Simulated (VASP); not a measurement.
Output of a VASP run:

### OSZICAR
```
       N       E                     dE             d eps       ncg     rms          rms(c)
DAV:   1    -0.511860985348E+03   -0.51186E+03   -0.21931E+01   720   0.123E+01    0.947E+00
DAV:   2    -0.512020851257E+03   -0.15987E+00   -0.73601E-01   840   0.147E+00    0.655E+00
DAV:   3    -0.511972563691E+03    0.48288E-01   -0.23669E-02   816   0.369E-01    0.382E+00
DAV:   4    -0.511952517624E+03    0.20046E-01   -0.16828E-02   824   0.236E-01    0.216E+00
DAV:   5    -0.511946565438E+03    0.59522E-02   -0.41720E-03   840   0.121E-01    0.120E+00
DAV:   6    -0.511944359974E+03    0.22055E-02   -0.89968E-04   832   0.696E-02    0.669E-01
DAV:   7    -0.511943616987E+03    0.74299E-03   -0.37616E-04   840   0.475E-02    0.371E-01
DAV:   8    -0.511943378419E+03    0.23857E-03   -0.11033E-04   836   0.255E-02    0.207E-01
DAV:   9    -0.511943302954E+03    0.75465E-04   -0.37829E-05   660   0.143E-02    0.114E-01
DAV:  10    -0.511943282112E+03    0.20842E-04   -0.15533E-05   424   0.921E-03    0.627E-02
DAV:  11    -0.511943277950E+03    0.41617E-05   -0.65374E-06   452   0.492E-03
   1 F= -.51194328E+03 E0= -.51194328E+03  d E =-.243868E-16  mag=     1.0000
```

File OUTCAR:
```
------------------------ aborting loop because EDIFF is reached ----------------------------------------
  volume of cell :      866.68
      direct lattice vectors                 reciprocal lattice vectors
     4.868317892 -8.432173817  0.000000000     0.102704879 -0.059296690  0.000000000
     4.868317892  8.432173817  0.000000000     0.102704879  0.059296690  0.000000000
     0.000000000  0.000000000 10.556283981     0.000000000  0.000000000  0.094730305
  FREE ENERGIE OF THE ION-ELECTRON SYSTEM (eV)
  ---------------------------------------------------
  free  energy   TOTEN  =      -511.9432779500 eV

  energy  without entropy=     -511.9432779500  energy(sigma->0) =     -511.94327795

  exchange ACFDT corr.  =         0.00000000  see jH, gK, PRB 81, 115126

 total charge

# of ion       s       p       d       tot
------------------------------------------
    1        1.028   1.397   0.385   2.810
    2        1.026   1.395   0.385   2.806
    3        1.024   1.376   0.375   2.775
    4        1.034   1.227   0.286   2.547
    5        1.046   1.250   0.284   2.579
    6        1.026   1.393   0.384   2.802
    7        1.030   1.342   0.362   2.734
    8        1.034   1.228   0.288   2.550
    9        1.028   1.397   0.385   2.810
   10        1.026   1.386   0.379   2.792
   11        1.024   1.377   0.375   2.776
   12        1.025   1.360   0.363   2.749
   13        1.026   1.386   0.380   2.792
   14        1.025   1.376   0.374   2.774
   15        1.027   1.387   0.379   2.794
   16        1.022   1.339   0.360   2.721
   17        1.024   1.352   0.365   2.741
   18        1.023   1.374   0.374   2.772
   19        1.027   1.380   0.376   2.783
   20        1.024   1.353   0.365   2.742
   21        1.025   1.376   0.374   2.775
   22        1.027   1.380   0.376   2.782
   23        1.022   1.339   0.360   2.721
   24        1.028   1.391   0.382   2.801
   25        1.025   1.386   0.379   2.791
   26        1.026   1.384   0.377   2.787
   27        1.028   1.392   0.382   2.801
   28        1.028   1.390   0.382   2.800
   29        1.025   1.378   0.376   2.779
   30        1.026   1.383   0.377   2.787
   31        1.026   1.373   0.370   2.768
   32        1.029   1.388   0.381   2.798
   33        1.026   1.379   0.376   2.780
   34        1.027   1.392   0.382   2.800
   35        1.026   1.373   0.370   2.768
   36        1.249   2.418   0.000   3.667
   37        1.247   2.441   0.000   3.688
   38        1.245   2.441   0.000   3.686
   39        1.245   2.431   0.000   3.676
   40        1.247   2.440   0.000   3.687
   41        1.249   2.437   0.000   3.686
   42        1.245   2.431   0.000   3.676
   43        1.249   2.418   0.000   3.667
   44        1.246   2.444   0.000   3.690
   45        1.245   2.441   0.000   3.686
   46        1.246   2.442   0.000   3.688
   47        1.249   2.428   0.000   3.677
   48        1.248   2.439   0.000   3.687
   49        1.246   2.442   0.000   3.689
   50        1.247   2.446   0.000   3.693
   51        1.251   2.452   0.000   3.704
   52        1.245   2.432   0.000   3.677
...
```
(Selected blocks of OUTCAR.)

**POSCAR**
```
Ga35N35Si
1
    4.8683178924    -8.4321738171     0.0000000000
    4.8683178924     8.4321738171     0.0000000000
    0.0000000000     0.0000000000    10.5562839808
Ga N Si
35 35 1
Direct
  0.2208949615   0.1103577567   0.2477381792
  0.1107874762   0.2222408172   0.9981343676
  0.2240362695   0.1132865520   0.7483764704
  0.1110926856   0.2280225070   0.4938106340
  0.2074242483   0.4364543716   0.2541772840
  0.1109225733   0.5548765490   0.9982011238
  0.2277154270   0.4470908323   0.7463906498
  0.1110912569   0.5499716141   0.4944999957
  0.2208482815   0.7765542369   0.2477092659
  0.1117686953   0.8891747156   0.9987803839
  0.2240785184   0.7774222793   0.7485491523
  0.1128413279   0.8896704414   0.4999082718
  0.5539235570   0.1100927821   0.2496835946
  0.4443064884   0.2224282219   0.0005007935
  0.5565653047   0.1115388624   0.7509154347
  0.4434565773   0.2242286605   0.5020366216
  0.5505755507   0.4451365650   0.2520207897
  0.4410057897   0.5535344271   0.0026745380
  0.5614371979   0.4452012015   0.7523173631
  0.5506140414   0.7716320109   0.2519839507
  0.4441633708   0.8881158224   0.0006163310
  0.5612783287   0.7827321024   0.7523349687
  0.4434236352   0.8857143527   0.5019323882
  0.8843028886   0.1074364168   0.2480870199
  0.7776298799   0.2220596045   0.9992494611
  0.8923049842   0.1142265299   0.7488429177
  0.7743462739   0.2202576045   0.5004189977
  0.8844466157   0.4429730919   0.2483522652
  0.7775231474   0.5555814910   0.0004770129
  0.8921342544   0.4444390244   0.7490545402
  0.7820914841   0.5599573948   0.5028191361
  0.8881893252   0.7771155495   0.2491556839
  0.7773870060   0.8883823683   0.0004405713
  0.8925767166   0.7796200150   0.7514745553
  0.7822046990   0.8886683857   0.5028185848
  0.2226832074   0.1149682219   0.4367500291
  0.1061054494   0.2171297678   0.1859358531
  0.2223168339   0.1118397411   0.9367312641
  0.1147127703   0.2263449365   0.6823697565
  0.1063087717   0.5548630119   0.1862055778
  0.2226851923   0.4444934258   0.9345289864
  0.1147575735   0.5549740183   0.6828057973
  0.2225312700   0.7740032249   0.4367502092
  0.1105571020   0.8883272358   0.1873853157
  0.2222388957   0.7769562746   0.9369327015
  0.1141709265   0.8903352853   0.6873105760
  0.5521845381   0.1093467121   0.4386498489
  0.4441262581   0.2234683737   0.1901295811
  0.5547399645   0.1104880983   0.9390310950
  0.4469880122   0.2243960954   0.6889687485
  0.5508570463   0.4571076493   0.4467165696
  0.4327972730   0.5494585536   0.1930627491
  0.5547760390   0.4453474151   0.9396234299
  0.4572047868   0.5619014000   0.6794872519
  0.5509692111   0.7604582655   0.4466037832
  0.4440841465   0.8868089585   0.1902323362
  0.5546338613   0.7756427226   0.9396451830
  0.4468331148   0.8891316071   0.6888294603
  0.8848394896   0.1086637889   0.4373616793
  0.7757116947   0.2209629826   0.1875287929
  0.8888782703   0.1106773975   0.9371544658
  0.7784265189   0.2224259306   0.6879534913
  0.8850105160   0.4426373139   0.4376339714
  0.7722478370   0.5540658061   0.1899262658
  0.8888754538   0.4446349808   0.9372717143
  0.7823919383   0.5573459067   0.6896132555
  0.8918730338   0.7791128115   0.4376510483
  0.7721805318   0.8841804932   0.1898133572
  0.8891116239   0.7778542558   0.9392575234
  0.7822614076   0.8914940674   0.6896274980
  0.4576096016   0.5622331117   0.5108475353
```

### Question
Reconstruct the remaining input files.

### Answer
Several could match; the one computed here: the input of the run itself, HSE06 screened hybrid, plane waves, VASP's PBE PAW potentials (set 64).

### INCAR
```
# general
SYSTEM   = Ga35N35Si
PREC     = Normal
ENCUT    = 400
LREAL    = Auto
LASPH    = .TRUE.
ISYM     = 0
NELECT   = 285.0

# electronic loop
EDIFF    = 1E-5
NELM     = 50
NELMIN   = 4
ALGO     = Normal
LMAXMIX  = 4

# smearing
ISMEAR   = 0
SIGMA    = 0.05

# functional
GGA      = PE
LHFCALC  = .TRUE.
AEXX     = 0.25
HFSCREEN = 0.2
PRECFOCK = Fast

# spin
ISPIN    = 2
MAGMOM   = 71*0.0141
NUPDOWN  = 1

# ions
ISIF     = 0

# output
LWAVE    = .FALSE.
LCHARG   = .FALSE.
LORBIT   = 10
```

**KPOINTS**
```
Automatic
0
G
  1 1 1
```

POTCAR, in this order: Ga N Si (PBE.64 set). Program: vasp_gam. Read from the step before: WAVECAR.

The cell is charged, with a uniform compensating background. The supercell is sampled at Γ alone, which is coarse: total energies, pressure and levels can be off, energies of defects by several tenths of an eV.

The cell is a supercell with a defect, built from GaN (wurtzite): Si_Ga-vac_N, charge -1. The cell's shape comes from a PBE relaxation.
